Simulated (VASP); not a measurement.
Calculation: PBE GGA, VASP's PBE PAW potentials (set 64) (plane waves; VASP).

Input for VASP

**INCAR**
```
ALGO  =  Normal
CSHIFT  =  0.1
EDIFF  =  1E-7
ENCUT  =  520
GGA  =  PE
ISMEAR  =  0
LASPH  =  .True.
LCHARG  =  .False.
LOPTICS  =  .True.
LREAL  =  .False.
LWAVE  =  .False.
NBANDS  =  60
NEDOS  =  1001
NELM  =  100
PREC  =  Accurate
SIGMA  =  0.01
SYSTEM  =  SiO2
```

KPOINTS:
```
K-points
0
G
7 7 10
0 0 0
```

**POSCAR**
```
SiO2
1
    4.2330432831    -0.0000000000     0.0000000000
    0.0000000000     4.2330432831     0.0000000000
    0.0000000000     0.0000000000     2.6933313589
Si O
2 4
Direct
  0.0000000000   1.0000000000   0.0000000000
  0.5000000000   0.5000000000   0.5000000000
  0.3068094869   0.3068094869   0.0000000000
  0.8068094869   0.1931905131   0.5000000000
  0.1931905131   0.8068094869   0.5000000000
  0.6931905131   0.6931905131   1.0000000000
```

POTCAR, in this order: Si O (PBE.64 set). Program: vasp_std.

Output of the run:

File OSZICAR:
```
       N       E                     dE             d eps       ncg     rms          rms(c)
DAV:   1     0.147977900271E+03    0.14798E+03   -0.14083E+04  7312   0.511E+02
DAV:   2    -0.449474781142E+02   -0.19293E+03   -0.18328E+03  8596   0.174E+02
DAV:   3    -0.508731699698E+02   -0.59257E+01   -0.58615E+01  8456   0.253E+01
DAV:   4    -0.508926174975E+02   -0.19448E-01   -0.19445E-01  8424   0.157E+00
DAV:   5    -0.508926810946E+02   -0.63597E-04   -0.63596E-04  8276   0.870E-02    0.170E+01
DAV:   6    -0.462581361514E+02    0.46345E+01   -0.26793E+00  7936   0.101E+01    0.725E+00
DAV:   7    -0.462977951720E+02   -0.39659E-01   -0.49572E-01  8432   0.245E+00    0.301E+00
DAV:   8    -0.463112538624E+02   -0.13459E-01   -0.17282E-02  8008   0.630E-01    0.942E-01
DAV:   9    -0.463166606706E+02   -0.54068E-02   -0.48800E-03  8172   0.298E-01    0.265E-01
DAV:  10    -0.463169869258E+02   -0.32626E-03   -0.37147E-04  8408   0.694E-02    0.317E-02
DAV:  11    -0.463169881250E+02   -0.11992E-05   -0.80347E-06  8676   0.134E-02    0.980E-03
DAV:  12    -0.463169892289E+02   -0.11040E-05   -0.15715E-06  8148   0.546E-03    0.198E-03
DAV:  13    -0.463169892383E+02   -0.93264E-08   -0.15315E-07  8708   0.129E-03
   1 F= -.46316989E+02 E0= -.46316989E+02  d E =-.136697E-17
 imaginary and real dielectric function
```

**OUTCAR**
```
------------------------ aborting loop because EDIFF is reached ----------------------------------------
  FORCE on cell =-STRESS in cart. coord.  units (eV):
  Direction    XX          YY          ZZ          XY          YZ          ZX
  --------------------------------------------------------------------------------------
  Total        0.0186400      0.0186400      0.0219869      0.0000000      0.0000000      0.0000000
  in kB        0.6188161      0.6188161      0.7299266      0.0000000      0.0000000      0.0000000
  external PRESSURE =       0.6558530 kB  Pullay stress =       0.0000000 kB
  volume of cell :       48.26
      direct lattice vectors                 reciprocal lattice vectors
     4.233043283  0.000000000  0.000000000     0.236236658  0.000000000  0.000000000
     0.000000000  4.233043283  0.000000000     0.000000000  0.236236658  0.000000000
     0.000000000  0.000000000  2.693331359     0.000000000  0.000000000  0.371287401
 POSITION                                       TOTAL-FORCE (eV/Angst)
 -----------------------------------------------------------------------------------
      0.00000      0.00000      0.00000        -0.000000     -0.000000      0.000000
      2.11652      2.11652      1.34667        -0.000000     -0.000000      0.000000
      1.29874      1.29874      0.00000        -0.000956     -0.000956      0.000000
      3.41526      0.81778      1.34667        -0.000956      0.000956      0.000000
      0.81778      3.41526      1.34667         0.000956     -0.000956      0.000000
      2.93431      2.93431      0.00000         0.000956      0.000956     -0.000000
 -----------------------------------------------------------------------------------
    total drift:                                0.000000      0.000000      0.000000
  FREE ENERGIE OF THE ION-ELECTRON SYSTEM (eV)
  ---------------------------------------------------
  free  energy   TOTEN  =       -46.3169892383 eV

  energy  without entropy=      -46.3169892383  energy(sigma->0) =      -46.31698924

 plasma frequency squared (from intraband transitions) (eV^2)
  --------------------------------------------------------------------------------------
       0.000       0.000       0.000
       0.000       0.000       0.000
       0.000       0.000       0.000

 plasma frequency squared (from interband transitions, int dw w eps(2)(w)) (eV^2)
  --------------------------------------------------------------------------------------
     667.902       0.000       0.000       0.000       0.000       0.000
       0.000      -0.000     667.902       0.000       0.000       0.000
       0.000       0.000       0.000       0.000     674.989       0.000
```
(Selected blocks of OUTCAR.)

**OUTCAR**
```
 val. band max:        7.7419671078   @ k =   0.0000   0.0000   0.0000

 cond. band min:      12.7592285524   @ k =   0.0000   0.0000   0.0000


 Fermi energy:         7.7965216651

 k-point     1 :       0.0000    0.0000    0.0000
  band No.  band energies     occupation
      1     -14.4722      2.00000
      2     -11.0098      2.00000
      3     -11.0098      2.00000
      4     -10.8390      2.00000
      5      -2.8792      2.00000
      6       1.5092      2.00000
      7       1.5092      2.00000
      8       1.8089      2.00000
      9       2.5146      2.00000
     10       2.7889      2.00000
     11       4.7118      2.00000
     12       4.7118      2.00000
     13       5.2368      2.00000
     14       6.8915      2.00000
     15       6.8915      2.00000
     16       7.7420      2.00000
     17      12.7592      0.00000
     18      14.3264      0.00000
     19      16.0070      0.00000
     20      16.0070      0.00000
     21      18.8168      0.00000
     22      19.1819      0.00000
     23      21.4595      0.00000
     24      21.4595      0.00000
     25      23.0818      0.00000
     26      23.2269      0.00000
     27      24.2062      0.00000
     28      24.9962      0.00000
     29      25.1154      0.00000
     30      25.5982      0.00000
     31      25.5982      0.00000
     32      29.0325      0.00000
     33      29.3375      0.00000
     34      31.4593      0.00000
     35      31.4593      0.00000
     36      33.6652      0.00000
     37      33.6652      0.00000
     38      34.4361      0.00000
     39      35.2505      0.00000
     40      35.4646      0.00000
     41      36.2325      0.00000
     42      36.2325      0.00000
     43      36.5909      0.00000
     44      38.8455      0.00000
     45      38.8455      0.00000
     46      39.6762      0.00000
     47      40.8278      0.00000
     48      45.1051      0.00000
     49      45.7156      0.00000
     50      45.7156      0.00000
     51      46.4985      0.00000
...
```

The compound is SiO2 in the rutile structure, stishovite, a high-pressure form. It was relaxed first.
